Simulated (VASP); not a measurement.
Al4B3P, 8 atoms in the cell. It takes space group P-3m1 (No. 164, trigonal). The conventional cell has a = 3.509 Å, b = 3.509 Å, c = 9.612 Å, α = 90.00°, β = 90.00°, γ = 120.00°. Al (site symmetry 3m) has 3 B at 2.51 Å and 3 P at 2.57 Å and 3 Al at 2.86 Å as nearest neighbours. Al (site symmetry 3m) is surrounded by 6 B at 2.09 to 2.36 Å. Around B (site symmetry -3m) lie 2 B at 1.74 Å. B (site symmetry 3m) has 1 B at 1.74 Å as nearest neighbours. Around P (site symmetry -3m) lie 6 Al at 2.57 Å. The cell was built by a generator and needn't be a form met in nature.

| Item | Value |
| --- | --- |
| Program | VASP 6.6.1 |
| Task | density of states |
| Functional | PBE |
| Potentials or basis | VASP PAW PBE potentials, release 64 (Al, B, P) |
| Cutoff | 520 eV |
| k mesh | 10 × 10 × 4 |
| Occupations | gaussian, width 0.1 eV |
| Spin | no spin polarisation |
| k mesh for the DOS | 15 × 15 × 6 |
| Occupations for the DOS | tetrahedron |
| Further INCAR settings | ALGO = Normal; EDIFF = 1e-06 |

Potentials or basis: VASP PAW PBE potentials, release 64 (Al, B, P).

The run is started by

```console
$ cat potpaw_PBE.64/Al/POTCAR potpaw_PBE.64/B/POTCAR potpaw_PBE.64/P/POTCAR > POTCAR
$ cp INCAR.step1 INCAR
$ cp KPOINTS.step1 KPOINTS
$ mpirun -np 8 vasp_std > vasp.out
$ cp INCAR.step2 INCAR
$ cp KPOINTS.step2 KPOINTS
$ mpirun -np 8 vasp_std > vasp.out
```

Hardware: 8 MPI ranks on AMD EPYC 9R45 (Zen 5), on a shared host.

Q: Estimate the wall time of this run.

A: Wall time 25 s on 8 MPI ranks on AMD EPYC 9R45 (Zen 5), with other jobs on the host, peak memory 0.36 GiB a rank. Counts: scf iterations 7, k points 146.
